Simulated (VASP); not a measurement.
VASP runs on CuP (a trial cell in the CrB structure, space group Cmcm) share one base input (PBE GGA, plane waves, VASP's PBE PAW potentials (set 64)) and change the settings named in each case.

**INCAR**
```
SYSTEM = CuP
PREC = Accurate
ENCUT = 400
EDIFF = 1E-6
NELM = 100
ALGO = Normal
LREAL = .FALSE.
LASPH = .TRUE.
ISMEAR = 0
SIGMA = 0.05
GGA = PE
LMAXMIX = 4
LWAVE = .FALSE.
LCHARG = .FALSE.
ISIF = 2
```

**POSCAR**
```
CuP
1
    1.9039440000    -5.0312400000     0.0000000000
    1.9039440000     5.0312400000     0.0000000000
    0.0000000000     0.0000000000     3.7521410000
P Cu
2 2
Direct
  0.5640000000   0.4360000000   0.2500000000
  0.4360000000   0.5640000000   0.7500000000
  0.8547500000   0.1452500000   0.2500000000
  0.1452500000   0.8547500000   0.7500000000
```

File KPOINTS:
```
Automatic mesh
0
Gamma
6 6 5
0 0 0
```

POTCAR, in this order: P Cu (PBE.64 set). Program: vasp_std.

```
change                                    pressure (GPa)  largest force (eV/Å)
----------------------------------------  --------------  --------------------
base run                                           -9.65                 1.129
ENCUT = 520, POTCAR P Cu_pv (PBE.64 set)          -10.01                 1.134
ENCUT = 800, POTCAR P_h Cu (PBE.64 set)                ?                     ?
ENCUT = 520                                        -9.36                 1.128
ENCUT = 800                                        -9.34                 1.128
```

Problem. Fill in the missing entries.

Solution. 
- ENCUT = 800, POTCAR P_h Cu (PBE.64 set), pressure (GPa): -9.21
- ENCUT = 800, POTCAR P_h Cu (PBE.64 set), largest force (eV/Å): 1.147

Energies of different potentials or functionals have different zeros.  The base run's pressure lies -0.30 GPa from that at 750 eV (Pulay error).

Left out are runs that ran out of time, are held back, or changed the cell or the kind of run, fixed moments of cells without a moment, rows past the twelfth, gaps on odd meshes, pressures of charged cells and columns that move by less than the noise.

The structure was generated: CuP was put into the CrB type (Cmcm), which need not be its known phase. The cell was not relaxed at this level, forces remain on its atoms.
